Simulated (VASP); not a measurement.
VASP runs on MnC (a trial cell in the CrB structure, space group Cmcm) share one base input (PBE GGA, plane waves, VASP's PBE PAW potentials (set 64)) and change the settings named in each case.

**KPOINTS**
```
Automatic mesh
0
Gamma
7 7 7
0 0 0
```

### POSCAR
```
MnC
7.749650
  0.1892121580  -0.5000000000   0.0000000000
  0.1892121580   0.5000000000   0.0000000000
  0.0000000000   0.0000000000   0.3728844528
C Mn
2 2
Cartesian
  0.1892121580  -0.0640000000   0.0932211132
  0.1892121580   0.0640000000   0.2796633396
  0.1892121580  -0.3547500000   0.0932211132
  0.1892121580   0.3547500000   0.2796633396
```

INCAR:
```
LCHARG=.FALSE.
ISPIN=2   # spin-polarised
LREAL=.FALSE.
LORBIT=10
PREC=Accurate
ALGO=Normal   # blocked Davidson
SYSTEM=MnC
GGA=PE   # PBE
ISIF=2   # forces and stress, cell fixed
LASPH=.TRUE.
LWAVE=.FALSE.
ISMEAR=0
NELM=100
EDIFF=1E-6   # SCF stop (eV)
SIGMA=0.05
MAGMOM=0.0 0.0 4.0 4.0
LMAXMIX=4
ENCUT=520
```

POTCAR, in this order: C Mn_pv (PBE.64 set). Program: vasp_std.

```json
[
 {"change": "base run", "E(σ→0) (eV/atom)": "-8.4593", "pressure (GPa)": "-11.90", "largest force (eV/Å)": "0.166", "moment (μB)": "3.90", "−TS (eV)": "-0.0023"},
 {"change": "LDAU = .TRUE., LDAUJ = 0 0, LDAUL = -1 2, LDAUTYPE = 2, LDAUU = 0 1.0", "E(σ→0) (eV/atom)": "-7.9742", "pressure (GPa)": "-0.77", "largest force (eV/Å)": "0.228", "moment (μB)": "4.90", "−TS (eV)": "-0.0033"},
 {"change": "LDAU = .TRUE., LDAUJ = 0 0, LDAUL = -1 2, LDAUTYPE = 2, LDAUU = 0 2.0", "E(σ→0) (eV/atom)": "-7.5445", "pressure (GPa)": "?", "largest force (eV/Å)": "?", "moment (μB)": "?", "−TS (eV)": "?"},
 {"change": "LDAU = .TRUE., LDAUJ = 0 0, LDAUL = -1 2, LDAUTYPE = 2, LDAUU = 0 3.0", "E(σ→0) (eV/atom)": "-7.1681", "pressure (GPa)": "18.67", "largest force (eV/Å)": "0.681", "moment (μB)": "6.18", "−TS (eV)": "-0.0010"},
 {"change": "LDAU = .TRUE., LDAUJ = 0 0, LDAUL = -1 2, LDAUTYPE = 2, LDAUU = 0 4.0", "E(σ→0) (eV/atom)": "-6.8224", "pressure (GPa)": "24.72", "largest force (eV/Å)": "0.779", "moment (μB)": "6.41", "−TS (eV)": "-0.0014"},
 {"change": "LDAU = .TRUE., LDAUJ = 0 0, LDAUL = -1 2, LDAUTYPE = 2, LDAUU = 0 5.0", "E(σ→0) (eV/atom)": "-6.5093", "pressure (GPa)": "33.30", "largest force (eV/Å)": "0.802", "moment (μB)": "6.75", "−TS (eV)": "-0.0012"},
 {"change": "LDAU = .TRUE., LDAUJ = 0 0, LDAUL = -1 2, LDAUTYPE = 2, LDAUU = 0 6.0", "E(σ→0) (eV/atom)": "-6.2371", "pressure (GPa)": "47.01", "largest force (eV/Å)": "0.971", "moment (μB)": "7.40", "−TS (eV)": "-0.0024"},
 {"change": "LDAU = .TRUE., LDAUJ = 0 0, LDAUL = -1 2, LDAUTYPE = 2, LDAUU = 0 8.0", "E(σ→0) (eV/atom)": "-5.8092", "pressure (GPa)": "?", "largest force (eV/Å)": "?", "moment (μB)": "?", "−TS (eV)": "?"},
 {"change": "LDAU = .TRUE., LDAUJ = 0 0, LDAUL = -1 2, LDAUTYPE = 2, LDAUU = 0 5.0, LMAXMIX = 2", "E(σ→0) (eV/atom)": "-6.5093", "pressure (GPa)": "33.37", "largest force (eV/Å)": "0.801", "moment (μB)": "6.75", "−TS (eV)": "-0.0012"}
]
```

Task: What belongs in the gaps?

Result: 
- LDAU = .TRUE., LDAUJ = 0 0, LDAUL = -1 2, LDAUTYPE = 2, LDAUU = 0 8.0, pressure (GPa): 66.78
- LDAU = .TRUE., LDAUJ = 0 0, LDAUL = -1 2, LDAUTYPE = 2, LDAUU = 0 8.0, largest force (eV/Å): 1.082
- LDAU = .TRUE., LDAUJ = 0 0, LDAUL = -1 2, LDAUTYPE = 2, LDAUU = 0 8.0, moment (μB): 8.27
- LDAU = .TRUE., LDAUJ = 0 0, LDAUL = -1 2, LDAUTYPE = 2, LDAUU = 0 8.0, −TS (eV): -0.0017
- LDAU = .TRUE., LDAUJ = 0 0, LDAUL = -1 2, LDAUTYPE = 2, LDAUU = 0 2.0, pressure (GPa): 8.63
- LDAU = .TRUE., LDAUJ = 0 0, LDAUL = -1 2, LDAUTYPE = 2, LDAUU = 0 2.0, largest force (eV/Å): 0.365
- LDAU = .TRUE., LDAUJ = 0 0, LDAUL = -1 2, LDAUTYPE = 2, LDAUU = 0 2.0, moment (μB): 5.54
- LDAU = .TRUE., LDAUJ = 0 0, LDAUL = -1 2, LDAUTYPE = 2, LDAUU = 0 2.0, −TS (eV): -0.0021

Energies of different potentials or functionals have different zeros. The moments were started parallel, and other spin orders were not tried in this run.

Left out are runs that ran out of time, are held back, or changed the cell or the kind of run, fixed moments of cells without a moment, rows past the twelfth, gaps on odd meshes, pressures of charged cells and columns that move by less than the noise.

The structure was generated: MnC was put into the CrB type (Cmcm), which need not be its known phase. The cell was not relaxed at this level, forces remain on its atoms.
